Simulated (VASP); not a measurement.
Given:

```
CELL_PARAMETERS angstrom
      0.00000     3.10197     3.10197
      3.10197     0.00000     3.10197
      3.10197     3.10197     0.00000
ATOMIC_POSITIONS crystal
  Al 0.25000 0.25000 0.25000
  Al 0.75000 0.75000 0.75000
  Au 0.00000 0.00000 0.00000
```

Calculation: vdW-DF2, VASP's PBE PAW potentials (set 64) (plane waves; VASP). Run with 520 eV cut-off, 9×9×9 Γ-centred mesh, first-order Methfessel-Paxton smearing of 0.10 eV, potentials Al Au.

Q: The job: AuAl₂ (fluorite), 3 atoms, vdW-DF2, static run, 520 eV, 9×9×9 Γ-centred mesh. Roughly how much core time does it take on a busy server core?

A: About 50 core-seconds (one run on a shared machine, a rough figure). It had 35 irreducible k-points, 12 bands, up to 1639 plane waves and 13 electronic steps.

The compound is AuAl2 in the fluorite structure. It was relaxed first, which changed the volume by +11 %. The electron count is odd and the run is not spin-polarised, which forces a metal.
